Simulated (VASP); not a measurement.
```xyz
2
Lattice="0.0000 2.4823 2.5319 2.4823 0.0000 2.5319 2.4823 2.4823 0.0000" Properties=species:S:1:pos:R:3 pbc="T T T"
Gd     0.0000     0.0000     0.0000
N      2.4823     2.4823     2.5319
```

The numbers are results of r2SCAN meta-GGA, VASP's PBE PAW potentials (set 64) (plane waves; VASP 6.6.1), not measurements. Numerical set-up: 600 eV cut-off, 8×8×8 Γ-centred mesh, Gaussian smearing of 0.050 eV, potentials Gd_3 N.

The 4f electrons are frozen in the core of the lanthanide potential, so 4f levels, which can set the real gap, and their magnetism are missing.

Task: What does the run give for the energy per atom (σ→0), pressure?

Result: 
The energy per atom (σ→0) comes out as -21.790 eV/atom. The pressure is -3.06 GPa.

Total energies compare only between runs with the same potentials, cut-off and functional.

The compound is GdN in the rock salt structure. This cell was strained or had an atom moved on purpose.
